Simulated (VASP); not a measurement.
Data:

```
CELL_PARAMETERS angstrom
      0.00000     3.26102     3.26102
      3.26102     0.00000     3.26102
      3.26102     3.26102     0.00000
ATOMIC_POSITIONS crystal
  Sn 0.00000 0.00000 0.00000
  Te 0.50000 0.50000 0.50000
```

These are revPBE GGA, VASP's PBE PAW potentials (set 64) (plane waves; VASP 6.6.1) values and carry that method's errors. Settings: 520 eV cut-off, 7×7×7 Γ-centred mesh, Gaussian smearing of 0.050 eV, potentials Sn_d Te.

**Question.** Give the stress tensor in GPa (positive for a compressed cell).

**Answer.** 
```
-1.02   0.00   0.00
 0.00  -1.02   0.00
 0.00   0.00  -1.02
```
The pressure is its mean diagonal, -1.02 GPa.

The compound is SnTe in the rock salt structure, which distorts at low temperature. This cell is one point of a volume scan, at 1.03 of the reference volume.
